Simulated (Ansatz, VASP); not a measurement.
# One calculation of Ca7VO8, two programs

```xyz
16
Lattice="0.0000 4.8150 4.8150 4.8150 0.0000 4.8150 4.8150 4.8150 0.0000" Properties=species:S:1:pos:R:3 pbc="T T T"
V     4.8150    4.8150    0.0000
Ca    2.4075    2.4075    0.0000
Ca    2.4075    0.0000    2.4075
Ca    4.8150    2.4075    2.4075
Ca    0.0000    2.4075    2.4075
Ca    2.4075    4.8150    2.4075
Ca    2.4075    2.4075    4.8150
Ca    4.8150    4.8150    4.8150
O     2.4075    2.4075    2.4075
O     4.8150    4.8150    2.3598
O     4.8150    2.3598    4.8150
O     7.2702    4.8150    4.8150
O     2.3598    4.8150    4.8150
O     4.8150    7.2702    4.8150
O     4.8150    4.8150    7.2702
O     7.2225    7.2225    7.2225
```

Alike in both runs: task single point; functional PBEsol; k mesh 3 × 3 × 3; occupations gaussian, width 0.05 eV; collinear spin.

```csv
,VASP,Ansatz
version,VASP 6.6.1,Ansatz 0.2.0
potentials or method,"VASP PAW PBE potentials, release 64 (V_sv, Ca_sv, O)","scalar-relativistic, plane waves, PAW"
plane-wave cutoff (eV),520,420
valence electrons in the cell,131,131
```

VASP gave:

- gap on the k mesh at the Fermi level (eV): 0.97
- least direct gap on the mesh (eV): 1.39
- pressure (GPa): -7.6
- rms of the force components (eV/Å): 0.062
- net moment per atom (μB): 0.19
- size of the moment on the site where the two differ most (μB): 2.52

Question: Which values does Ansatz return?

Answer: gap on the k mesh at the Fermi level (eV): 0.97; least direct gap on the mesh (eV): 1.39; pressure (GPa): -8.1; rms of the force components (eV/Å): 0.057; net moment per atom (μB): 0.19; size of the moment on the site where the two differ most (μB): 2.27.

Site moments also hang on the region over which each program counts them. Atom by atom the forces differ by 0.005 eV/Å (rms over components). With one functional, cell and mesh, what is left measures potentials, basis and numerics.

Caveats: the PAW data sets were made with another functional, which shifts forces and pressure a little (VASP); an odd mesh through Γ misses points on the zone boundary, where band edges often lie. A hybrid or GW would open this gap; PBEsol tends to underestimate it.
